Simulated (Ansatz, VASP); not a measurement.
**HfSc2N2 in VASP and in Ansatz**

```
Hf Sc N
1.0
    -2.00577    2.00577    4.67184
     2.00577   -2.00577    4.67184
     2.00577    2.00577   -4.67184
Hf Sc N
1 2 2
Direct
  0.00000 0.00000 0.00000
  0.67114 0.67114 0.00000
  0.32886 0.32886 0.00000
  0.75000 0.25000 0.50000
  0.25000 0.75000 0.50000
```

Change from the starting cell: species swapped into the PrCo2Si2 type (I4/mmm, No. 139).

Alike in both runs: functional PBE; k mesh 6 × 6 × 6; occupations gaussian, width 0.1 eV; no spin polarisation.

Ansatz relaxed the structure, and its values are those at the end. VASP's run is a single point on that final structure, the one shown.

|  | VASP | Ansatz |
| --- | --- | --- |
| version | VASP 6.6.1 | Ansatz 0.2.0 |
| potentials or method | VASP PAW PBE potentials, release 64 (Hf_pv, Sc_sv, N) | scalar-relativistic, plane waves, PAW |
| plane-wave cutoff (eV) | 520 | 420 |
| valence electrons in the cell | 42 | 58 |

VASP gave:

```
gap on the k mesh at the Fermi level (eV) : none
pressure (GPa)                            : 0.5
rms of the force components (eV/Å)        : 0.017
```

Question: What did Ansatz give for the same quantities?

Answer: gap on the k mesh at the Fermi level (eV): none; pressure (GPa): 0.1; rms of the force components (eV/Å): 0.003.

A gap of «none» marks a metal or a gap that the smearing closes. The functional is the same, so the differences come from potentials, cutoffs and numerics. The two sets of potentials don't hold the same shells in valence.

Caveats: the k mesh is coarse (spacing up to 0.37 Å⁻¹), so the values aren't converged. Spin-orbit coupling is left out, which matters for the levels of Hf.
